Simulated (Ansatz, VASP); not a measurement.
BeAl2H2C: VASP beside Ansatz

```
Be Al H C
1.0
     3.72238    0.00000    0.00000
     0.00000    3.72238    0.00000
     0.00000    0.00000    5.00499
Be Al H C
1 2 2 1
Cartesian
  0.0000 0.0000 0.0000
  1.8612 1.8612 1.2698
  1.8612 1.8612 3.7352
  0.0000 1.8612 0.0000
  1.8612 0.0000 0.0000
  0.0000 0.0000 2.5025
```

Change from the starting cell: species swapped into the LaAl2BRu2 type (P4/mmm, No. 123).

Alike in both runs: task single point; functional PBE; k mesh 6 × 6 × 4; occupations gaussian, width 0.1 eV; no spin polarisation.

```csv
,VASP,Ansatz
version,VASP 6.6.1,Ansatz 0.2.0
potentials or method,"VASP PAW PBE potentials, release 64 (Be, Al, H, C)","scalar-relativistic, plane waves, PAW"
plane-wave cutoff (eV),520,420
valence electrons in the cell,14,14
```

```tsv
	VASP	Ansatz	Ansatz less VASP
gap on the k mesh at the Fermi level (eV)	none	none	-
pressure (GPa)	-15.9	-15.9	+0.05
largest component of the traceless stress (GPa)	1.70	1.75	+0.047
rms of the force components (eV/Å)	0.194	0.195	+0.0005
```

Atom by atom the forces differ by 0.000 eV/Å (rms over components). A gap of «none» marks a metal or a gap that the smearing closes.

Caveats: so large a pressure means that the cell lies far from this level's equilibrium, or that cutoff or potentials fall short (VASP).
